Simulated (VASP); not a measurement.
```
Ag
1.0
    0.00000     2.05057     2.05057
    2.05057     0.00000     2.05057
    2.05057     2.05057     0.00000
Ag
1
Direct
  0.00000   0.00000   0.00000
```

The numbers are results of r2SCAN meta-GGA with spin-orbit coupling, VASP's PBE PAW potentials (set 64) (plane waves; VASP), not measurements. Numerical set-up: 400 eV cut-off, 14×14×14 Γ-centred mesh, Gaussian smearing of 0.050 eV, potentials Ag.

Problem. Give the energies of bands 1 to 14 at the high-symmetry points, in eV from the Fermi level.

Solution. 
```
band      Γ      X      U      L      W
----  -----  -----  -----  -----  -----
1     -7.83  -6.70  -6.28  -6.64  -5.97
2     -7.83  -6.70  -6.28  -6.64  -5.97
3     -5.24  -6.58  -5.86  -5.31  -5.46
4     -5.24  -6.58  -5.86  -5.31  -5.46
5     -5.24  -3.33  -4.33  -4.89  -5.22
6     -5.24  -3.33  -4.33  -4.89  -5.22
7     -4.84  -3.14  -3.81  -3.32  -3.97
8     -4.84  -3.14  -3.81  -3.32  -3.97
9     -3.97  -2.82  -3.25  -3.10  -3.00
10    -3.97  -2.82  -3.25  -3.10  -3.00
11    -3.97   1.76   4.45  -0.27   6.01
12    -3.97   1.76   4.45  -0.27   6.01
13    16.67   6.93   5.49   3.69   6.34
14    16.67   6.93   5.49   3.69   6.34
```

It has no gap at this level: it comes out as a metal or semimetal.

The compound is Ag in the fcc structure. It was relaxed first.
